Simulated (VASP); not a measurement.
Input:

```xyz
6
Lattice="1.7362 -3.0072 0.0000 1.7362 3.0072 0.0000 0.0000 0.0000 13.7097" Properties=species:S:1:pos:R:3 pbc="T T T"
Te     1.7362     1.0024    12.0823
Te     1.7362    -1.0024     5.2275
Te     1.7362    -1.0024     1.6274
Te     1.7362     1.0024     8.4822
Mo     1.7362     1.0024     3.4274
Mo     1.7362    -1.0024    10.2823
```

These are LDA (Ceperley-Alder, Perdew-Zunger), VASP's LDA PAW potentials (set 64) (plane waves; VASP) values and carry that method's errors. Settings: 400 eV cut-off, 8×8×2 Γ-centred mesh, tetrahedra with Blöchl corrections, potentials Te Mo_sv.

The cores are frozen, which limits the accuracy of field gradients.

Q: Give the principal components of the electric field gradient (V/Å²) and the asymmetry η at each nucleus.

A: 
| atom | Vxx | Vyy | Vzz | η |
|---|---|---|---|---|
| Te1 | 88.4 | 88.4 | -176.8 | 0.00 |
| Te2 | 88.4 | 88.4 | -176.8 | 0.00 |
| Te3 | 88.4 | 88.4 | -176.8 | 0.00 |
| Te4 | 88.4 | 88.4 | -176.8 | 0.00 |
| Mo5 | 37.1 | 37.1 | -74.1 | 0.00 |
| Mo6 | 37.1 | 37.1 | -74.1 | 0.00 |

The compound is MoTe2 in the 2H layered structure. It was relaxed first.
